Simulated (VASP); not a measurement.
Input:

```yaml
crystal:
  lattice:
    - [1.59288, -2.75894, 0.00000]
    - [1.59288, 2.75894, 0.00000]
    - [0.00000, 0.00000, 5.03951]
  atoms:
    - { symbol: Hf, position: [0.33333, 0.66667, 0.25000] }
    - { symbol: Hf, position: [0.66667, 0.33333, 0.75000] }
```

All values below come from PBE GGA with D4 dispersion, VASP's PBE PAW potentials (set 64) (plane waves; VASP). Numerical set-up: 520 eV cut-off, 15×15×8 Γ-centred mesh, tetrahedra with Blöchl corrections, potentials Hf_pv.

Unless said otherwise, spin-orbit coupling is left out, though it shifts the bands of the heavy elements here.

Task: Predict the energy per atom (σ→0), band gap (on the k-mesh) with the smallest direct gap where there is one.

Result: 
```yaml
band gap (on the k-mesh): none (metal, semimetal or under 0.01 eV)
energy per atom (σ→0): -10.135 eV/atom
```

Total energies compare only between runs with the same potentials, cut-off and functional.

The compound is Hf in the hcp structure. It was relaxed first.
